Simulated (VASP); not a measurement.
Calculation: PBEsol GGA, VASP's PBE PAW potentials (set 64) (plane waves; VASP 6.6.1).

VASP input:

**INCAR**
```
# general
SYSTEM   =  TiO2
PREC     =  Accurate
ENCUT    =  520
LREAL    =  F
LASPH    =  T
NBANDS   =  129

# electronic loop
EDIFF    =  1E-7
NELM     =  100
ALGO     =  Normal
LMAXMIX  =  4

# smearing
ISMEAR   =  0
SIGMA    =  0.01

# functional
GGA      =  PS

# output
LWAVE    =  F
LCHARG   =  F
NEDOS    =  1001

# other
LOPTICS  =  T
CSHIFT   =  0.1
```

KPOINTS:
```
Automatic mesh
0
Gamma
10 6 4
0 0 0
```

POSCAR:
```
TiO2
1
    2.9506645400    -0.0000623419     0.0000223191
    0.0001068994     4.7134386504    -0.0061453407
    1.4748227656     0.2333788286     7.0551143748
Ti O
3 6
Direct
  0.6620316313   0.5190916351   0.6840187735
  0.3447946905   0.4816871362   0.3174053925
  0.0034172837   0.0003431891   0.0007030300
  0.5679659706   0.8157291045   0.8723073975
  0.2293027689   0.7029483071   0.5494930158
  0.9063119472   0.6923996064   0.1955071592
  0.1011800137   0.3083474415   0.8058829131
  0.7780795367   0.2977932092   0.4518865727
  0.4396161576   0.1850603708   0.1290957456
```

POTCAR, in this order: Ti_sv O (PBE.64 set). Program: vasp_std.

The dielectric response may not be converged in the k-mesh; for small gaps it tends to come out too large.

### Question
Estimate the energy per atom (σ→0).

### Answer

```
Property                       Result
---------------------  --------------
energy per atom (σ→0)  -9.322 eV/atom
```

**OSZICAR**
```
...
DAV:  12    -0.838965326992E+02    0.23379E-02   -0.30303E-03 35559   0.296E-01    0.943E-02
DAV:  13    -0.838967179628E+02   -0.18526E-03   -0.57258E-04 36672   0.828E-02    0.438E-02
DAV:  14    -0.838967299968E+02   -0.12034E-04   -0.79565E-05 38312   0.378E-02    0.280E-02
DAV:  15    -0.838967354134E+02   -0.54167E-05   -0.16036E-05 35352   0.122E-02    0.115E-02
DAV:  16    -0.838967357418E+02   -0.32838E-06   -0.14793E-06 38120   0.488E-03    0.354E-03
DAV:  17    -0.838967358110E+02   -0.69133E-07   -0.65081E-07 34824   0.369E-03
   1 F= -.83896736E+02 E0= -.83896736E+02  d E =-.285294E-11
 imaginary and real dielectric function
```

The structure comes from a computed database's TiO2 entry; how it stands against other phases isn't given here. It was relaxed first.
